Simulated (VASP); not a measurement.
Runs of VASP 6.6.1 on ZnH. It takes space group F-43m (No. 216, cubic). Conventional cell: a = 4.432 Å, b = 4.432 Å, c = 4.432 Å, α = 90.00°, β = 90.00°, γ = 90.00°. Around Zn (site symmetry -43m) lie 4 H at 1.92 Å. Around H (site symmetry -43m) lie 4 Zn at 1.92 Å. The cell was built by a generator and needn't be a form met in nature.

```tsv
level	potentials or basis	pressure (GPa)
BLYP	VASP PAW PBE potentials, release 64 (Zn, H)	5.3
TPSS	VASP PAW PBE potentials, release 64 (Zn, H)	(c)
revPBE	VASP PAW PBE potentials, release 64 (Zn, H)	(a)
PBEsol	VASP PAW PBE potentials, release 64 (Zn, H)	-3.1
LDA	VASP PAW LDA potentials, release 64 (Zn, H)	-4.9
r2SCAN	VASP PAW PBE potentials, release 64 (Zn, H)	-2.6
PW91	VASP PAW PBE potentials, release 64 (Zn, H)	0.4
AM05	VASP PAW PBE potentials, release 64 (Zn, H)	-3.0
RPBE	VASP PAW PBE potentials, release 64 (Zn, H)	(b)
SCAN	VASP PAW PBE potentials, release 64 (Zn, H)	-3.5
```

Alike in all rows: task band structure; no spin polarisation; cell as given; k mesh 10 × 10 × 10; cutoff (eV) 520; smearing fermi-dirac 0.05 eV.

**Question.** Estimate the missing entries.

**Answer.** (a) 1.8; (b) 2.4; (c) -2.8.

Caveats: the PAW data sets were made with another functional, which shifts forces and pressure a little (some runs).

Runs at the PBE level aren't shown here.
